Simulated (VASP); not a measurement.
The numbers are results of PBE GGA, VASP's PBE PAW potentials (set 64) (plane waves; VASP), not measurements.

A VASP calculation is set up with these files.

File POSCAR:
```
Ti
1
    1.5174530000    -2.6045350000     0.0000000000
    1.5174530000     2.6045350000     0.0000000000
    0.0000000000     0.0000000000     4.5527490000
Ti
2
Direct
  0.3333330000   0.6666670000   0.2500000000
  0.6736160000   0.3402820000   0.7500000000
```

### KPOINTS
```
Regular mesh
0
Gamma
 12 12 7
0 0 0
```

**INCAR**
```
# general
SYSTEM  = Ti
PREC    = Accurate
ENCUT   = 400
LREAL   = F
LASPH   = T

# electronic loop
EDIFF   = 1E-6
NELM    = 100
ALGO    = Normal
LMAXMIX = 4

# smearing
ISMEAR  = -4

# functional
GGA     = PE

# ions
ISIF    = 2

# output
LWAVE   = F
LCHARG  = F
```

POTCAR, in this order: Ti_sv (PBE.64 set). Program: vasp_std.

### Question
Predict the energy per atom (σ→0), pressure, band gap (on the k-mesh).

### Answer

- energy per atom (σ→0): -7802 meV/atom
- band gap (on the k-mesh): none (metal, semimetal or under 0.01 eV)
- pressure: -4.30 GPa

OSZICAR:
```
...
DAV:   7    -0.155918251632E+02    0.14447E-01   -0.75601E-01 14288   0.716E+00    0.200E+00
DAV:   8    -0.156129360650E+02   -0.21111E-01   -0.20567E-01 11240   0.610E+00    0.700E-01
DAV:   9    -0.156034268632E+02    0.95092E-02   -0.56385E-02 11744   0.264E+00    0.465E-02
DAV:  10    -0.156035687075E+02   -0.14184E-03   -0.17618E-03 14920   0.331E-01    0.746E-02
DAV:  11    -0.156036225012E+02   -0.53794E-04   -0.14153E-04 11056   0.980E-02    0.202E-02
DAV:  12    -0.156036130104E+02    0.94908E-05   -0.32302E-05 13408   0.385E-02    0.519E-03
DAV:  13    -0.156036130662E+02   -0.55746E-07   -0.81378E-07  7192   0.121E-02
   1 F= -.15603613E+02 E0= -.15603613E+02  d E =0.000000E+00
```

The compound is Ti in the hcp structure. The cell was not relaxed at this level, atoms are displaced from their ideal sites. The run is one of a series of settings (ISMEAR = -4, SIGMA removed against the base run), some of them coarse on purpose.
